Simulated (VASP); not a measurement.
A convergence study with VASP on BaF2 (fluorite): one setting is varied, all else stays as given below, so the limit is that of these other settings. Each run relaxes cell and ions from the cell shown.

```
CELL_PARAMETERS angstrom
      0.00000     3.10000     3.10000
      3.10000     0.00000     3.10000
      3.10000     3.10000     0.00000
ATOMIC_POSITIONS crystal
  Ba 0.00000 0.00000 0.00000
  F  0.25000 0.25000 0.25000
  F  0.75000 0.75000 0.75000
```

The numbers are results of PBE GGA, VASP's PBE PAW potentials (set 64) (plane waves; VASP 6.6.1), not measurements. The tightest run used: 700 eV cut-off, 10×10×10 Γ-centred mesh, Gaussian smearing of 0.050 eV, potentials Ba_sv F.

Unless said otherwise, spin-orbit coupling is left out, though it shifts the bands of the heavy elements here. Gaps are read on the run's mesh, which can miss a band edge.

The settings run are 2×2×2 mesh; 3×3×3 mesh; 4×4×4 mesh; 6×6×6 mesh; 7×7×7 mesh; 8×8×8 mesh; 9×9×9 mesh; 10×10×10 mesh. From which on does the relaxed volume stay within 0.1 Å³/atom of the tightest run?

From 3×3×3 mesh on: it is off by 0.001 there and by no more than 0.1 in any finer run, while 2×2×2 mesh is off by 0.160.
```json
[
 {"setting": "2×2×2 mesh", "relaxed volume (Å³/atom)": "20.779", "E (eV/atom)": "-5.6946", "gap on the mesh (eV)": "6.603", "irreducible k-points": "3", "difference judged (Å³/atom)": "0.160"},
 {"setting": "3×3×3 mesh", "relaxed volume (Å³/atom)": "20.618", "E (eV/atom)": "-5.7108", "gap on the mesh (eV)": "6.664", "irreducible k-points": "4", "difference judged (Å³/atom)": "0.001"},
 {"setting": "4×4×4 mesh", "relaxed volume (Å³/atom)": "20.619", "E (eV/atom)": "-5.7110", "gap on the mesh (eV)": "6.606", "irreducible k-points": "8", "difference judged (Å³/atom)": "0.001"},
 {"setting": "6×6×6 mesh", "relaxed volume (Å³/atom)": "20.619", "E (eV/atom)": "-5.7110", "gap on the mesh (eV)": "6.612", "irreducible k-points": "16", "difference judged (Å³/atom)": "0.000"},
 {"setting": "7×7×7 mesh", "relaxed volume (Å³/atom)": "20.619", "E (eV/atom)": "-5.7110", "gap on the mesh (eV)": "6.622", "irreducible k-points": "20", "difference judged (Å³/atom)": "0.000"},
 {"setting": "8×8×8 mesh", "relaxed volume (Å³/atom)": "20.619", "E (eV/atom)": "-5.7110", "gap on the mesh (eV)": "6.606", "irreducible k-points": "29", "difference judged (Å³/atom)": "0.000"},
 {"setting": "9×9×9 mesh", "relaxed volume (Å³/atom)": "20.623", "E (eV/atom)": "-5.7110", "gap on the mesh (eV)": "6.600", "irreducible k-points": "35", "difference judged (Å³/atom)": "0.004"},
 {"setting": "10×10×10 mesh", "relaxed volume (Å³/atom)": "20.619", "E (eV/atom)": "-5.7110", "gap on the mesh (eV)": "6.603", "irreducible k-points": "47", "difference judged (Å³/atom)": "0.000"}
]
```

Left out are rungs that failed or repeat a setting and relaxations that didn't move; long series are thinned to 24 rows.

The compound is BaF2 in the fluorite structure.
